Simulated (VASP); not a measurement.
Data:

```
CELL_PARAMETERS angstrom
      2.30451    -3.99153     0.00000
      2.30451     3.99153     0.00000
      0.00000     0.00000     7.49408
ATOMIC_POSITIONS crystal
  Mg 0.66667 0.33333 0.49975
  Mg 0.33333 0.66667 0.99975
  Te 0.66667 0.33333 0.87625
  Te 0.33333 0.66667 0.37625
```

All values below come from modified Becke-Johnson potential (mBJ) with spin-orbit coupling, VASP's PBE PAW potentials (set 64) (plane waves; VASP). Run with 350 eV cut-off, 4×4×2 Γ-centred mesh, Gaussian smearing of 0.050 eV, potentials Mg Te.

mBJ is a potential without an energy functional, so only the levels count.

Problem. Give the energies of bands 7 to 20 at the high-symmetry points, in eV from the valence-band maximum.

Solution. 
```
band      Γ      M      K      A      L      H
----  -----  -----  -----  -----  -----  -----
7     -0.92  -2.60  -2.42  -2.02  -3.06  -2.77
8     -0.92  -2.60  -2.42  -2.02  -3.06  -2.77
9     -0.79  -1.96  -2.30  -0.69  -1.22  -2.11
10    -0.79  -1.96  -2.30  -0.69  -1.22  -2.11
11    -0.46  -1.28  -1.56  -0.69  -1.22  -1.74
12    -0.46  -1.28  -1.55  -0.69  -1.22  -1.74
13    -0.01  -1.15  -1.55  -0.25  -0.81  -0.84
14    -0.01  -1.15  -1.32  -0.25  -0.81  -0.84
15     0.00  -0.56  -1.25  -0.25  -0.81  -0.70
16     0.00  -0.56  -1.25  -0.25  -0.81  -0.70
17     3.18   3.67   4.10   4.00   3.77   4.32
18     3.18   3.67   4.10   4.00   3.77   4.32
19     3.52   4.35   5.68   4.00   3.77   4.34
20     3.52   4.35   5.97   4.00   3.77   4.34
```

The gap is direct, 3.18 eV, from the valence maximum at Γ to the conduction minimum at Γ.

The compound is MgTe in the wurtzite structure. It was relaxed first. The cell's shape comes from a PBE relaxation.
